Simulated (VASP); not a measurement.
```yaml
crystal:
  lattice:
    - [2.25067, -3.89828, 0.00000]
    - [2.25067, 3.89828, 0.00000]
    - [0.00000, 0.00000, 4.98584]
  atoms:
    - { symbol: Se, position: [0.00000, 0.21755, 0.66667] }
    - { symbol: Se, position: [0.78245, 0.78245, 0.00000] }
    - { symbol: Se, position: [0.21755, 0.00000, 0.33333] }
```

Computed with r2SCAN meta-GGA, VASP's PBE PAW potentials (set 64) (plane waves; VASP 6.6.1). Run with 400 eV cut-off, 5×5×4 Γ-centred mesh, Gaussian smearing of 0.050 eV, potentials Se.

Question: Predict the energy per atom (σ→0).

Answer: 
| Item | Result |
|---|---|
| energy per atom (σ→0) | -14.307 eV/atom |

Total energies compare only between runs with the same potentials, cut-off and functional.

The compound is Se in the trig structure. It was relaxed first, which changed the volume by +7 %. The start is the result of an earlier pass.
